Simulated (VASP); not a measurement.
The system is Ca3ZrN3.

```
Ca Zr N
1.0
     4.27106    0.00000    0.00000
    -2.13553    3.69885    0.00000
     0.00000    0.00000    8.11290
Ca Zr N
3 1 3
Direct
  0.00000 0.00000 0.32922
  0.00000 0.00000 0.67078
  0.00000 0.00000 0.00000
  0.66667 0.33333 0.00000
  0.66667 0.33333 0.50000
  0.33333 0.66667 0.18883
  0.33333 0.66667 0.81117
```

The cell was built by a generator and needn't be a form met in nature.

| Property | Result |
| --- | --- |
| Program | VASP 6.6.1 |
| Task | relaxation of cell and atoms |
| Functional | PBE |
| Potentials or basis | VASP PAW PBE potentials, release 64 (Ca_sv, Zr_sv, N) |
| Cutoff | 520 eV |
| k mesh | 4 × 4 × 2 |
| Occupations | gaussian, width 0.15 eV |
| Spin | no spin polarisation |

At the start: pressure -7.9 GPa; volume 18.31 Å³/atom.

Problem. How do energy, volume and symmetry change on relaxing?

Solution. Over 9 steps the energy falls by 450.7 meV/atom and the volume is 16.99 Å³/atom (-7.2 %); space group P-6m2 (No. 187, to 0.05 Å).

Step by step:
| step | energy change (eV) | largest force (eV/Å) | pressure (GPa) | volume (Å³) |
| --- | --- | --- | --- | --- |
| 1 | 0.0000 | 1.8397 | -7.93 | 128.17 |
| 2 | -2.1657 | 2.2608 | 1.65 | 111.31 |
| 3 | -2.2247 | 2.3240 | 5.10 | 108.21 |
| 4 | -2.8774 | 1.3751 | 2.65 | 112.36 |
| 5 | -3.1179 | 0.3832 | 1.59 | 116.20 |
| 6 | -3.1243 | 0.4388 | 1.54 | 116.87 |
| 7 | -3.1443 | 0.1459 | -1.17 | 120.16 |
| 8 | -3.1474 | 0.2193 | -0.59 | 119.28 |
| 9 | -3.1549 | 0.0343 | -0.12 | 118.92 |

Final structure:
```xyz
7
Lattice="3.8580 0.0000 0.0000 -1.9290 3.3412 0.0000 0.0000 0.0000 9.2254" Properties=species:S:1:pos:R:3 pbc="T T T"
Ca    3.8580    0.0000    3.2096
Ca    0.0000    0.0000    6.0158
Ca    0.0000    0.0000    0.0000
Zr    1.9290    1.1137    0.0000
N     1.9290    1.1137    4.6127
N     0.0000    2.2274    1.3061
N     0.0000    2.2274    7.9192
```

Caveat: the k mesh is coarse (spacing up to 0.42 Å⁻¹), so the values aren't converged; the relaxation stopped at a loose force limit of 0.08 eV/Å, so its end isn't a converged minimum.
